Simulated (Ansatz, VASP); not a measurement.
One calculation of Ca4Pt, two programs

INCAR

```
SYSTEM = Ca4Pt
PREC = Accurate
ENCUT = 520
EDIFF = 1E-7
ISMEAR = 0
SIGMA = 0.1
LREAL = .FALSE.
LASPH = .TRUE.
NELM = 100
ALGO = Normal
ISIF = 2
LWAVE = .FALSE.
LCHARG = .TRUE.
GGA = PE
LELF = .TRUE.
LVHAR = .TRUE.
NBANDS = 33
```

The input KPOINTS:

```
regular mesh
0
G
  8 8 8
  0 0 0
```

The input POSCAR:

```
Ca4Pt
1.0
    5.6685596465      0.0000000000      0.0000000000
    0.0000000000      5.6685596465      0.0000000000
    0.0000000000      0.0000000000      5.6685596465
Ca Pt
4 1
Direct
    0.0000000000      0.5000000000      0.5000000000
    0.5000000000      0.0000000000      0.5000000000
    0.5000000000      0.5000000000      0.0000000000
    0.0000000000      0.0000000000      0.0000000000
    0.5000000000      0.5000000000      0.5000000000
```

Input for Ansatz:

```yaml
crystal:
  lattice:
    - [5.6685596465, 0.0, 0.0]
    - [0.0, 5.6685596465, 0.0]
    - [0.0, 0.0, 5.6685596465]
  atoms:
    - { symbol: Ca, position: [0.0, 0.5, 0.5] }
    - { symbol: Ca, position: [0.5, 0.0, 0.5] }
    - { symbol: Ca, position: [0.5, 0.5, 0.0] }
    - { symbol: Ca, position: [0.0, 0.0, 0.0] }
    - { symbol: Pt, position: [0.5, 0.5, 0.5] }
basis:
  ecutwfc: 420
kpoints:
  mp_grid: { grid: [8, 8, 8] }
  band_path:
    path:
      - [[0.0, 0.0, 0.0], [0.0, 0.5, 0.0], [0.5, 0.5, 0.0], [0.0, 0.0, 0.0], [0.5, 0.5, 0.5], [0.0, 0.5, 0.0]]
      - [[0.5, 0.5, 0.5], [0.5, 0.5, 0.0]]
    npoints: 14
hamiltonian:
  xc: pbe
scf:
  occupations: { method: gaussian, width: 0.1 }
  n_extra_bands: 12
output:
  forces: true
  stress: true
  eigenvalues: true
  populations: true
  dos: { projected: true, de: 0.02, nscf_kmesh: { grid: [10, 10, 10] } }
  bader: true
  write_density: true
  write_potential: true
  elf: true
  volumetric_format: npy
```

The cell was built by a generator and needn't be a form met in nature.

Alike in both runs: task single point; functional PBE; k mesh 8 × 8 × 8; occupations gaussian, width 0.1 eV; no spin polarisation.

```csv
,VASP,Ansatz
version,VASP 6.6.1,Ansatz 0.2.0
potentials or method,"VASP PAW PBE potentials, release 64 (Ca_sv, Pt)","scalar-relativistic, plane waves, PAW"
plane-wave cutoff (eV),520,420
valence electrons in the cell,50,58
```

VASP gave:

| Quantity | Value |
| --- | --- |
| gap on the k mesh at the Fermi level (eV) | none |
| pressure (GPa) | 0.1 |

Task: Which values does Ansatz return?

Result: gap on the k mesh at the Fermi level (eV): none; pressure (GPa): 0.0.

A gap of «none» marks a metal or a gap that the smearing closes. The two sets of potentials don't hold the same shells in valence.

Spin-orbit coupling is left out, which matters for the levels of Pt.
